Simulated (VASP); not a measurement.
Consider the following.

```yaml
crystal:
  lattice:
    - [1.57963, -2.73599, 0.00000]
    - [1.57963, 2.73599, 0.00000]
    - [0.00000, 0.00000, 5.14356]
  atoms:
    - { symbol: Ga, position: [0.66667, 0.33333, 0.50005] }
    - { symbol: Ga, position: [0.33333, 0.66667, 0.00005] }
    - { symbol: N, position: [0.66667, 0.33333, 0.87695] }
    - { symbol: N, position: [0.33333, 0.66667, 0.37695] }
```

Calculation: LDA (Ceperley-Alder, Perdew-Zunger), VASP's LDA PAW potentials (set 64) (plane waves; VASP). Settings: 520 eV cut-off, 9×9×5 Γ-centred mesh, tetrahedra with Blöchl corrections, potentials Ga_d N.

The cores are frozen, which limits the accuracy of field gradients.

### Question
Give the principal components of the electric field gradient (V/Å²) and the asymmetry η at each nucleus.

### Answer

```tsv
atom	Vxx	Vyy	Vzz	η
Ga1	-2.4	-2.4	4.9	0.00
Ga2	-2.4	-2.4	4.9	0.00
N3	-0.4	-0.4	0.7	0.00
N4	-0.4	-0.4	0.7	0.00
```

The compound is GaN in the wurtzite structure. It was relaxed first.
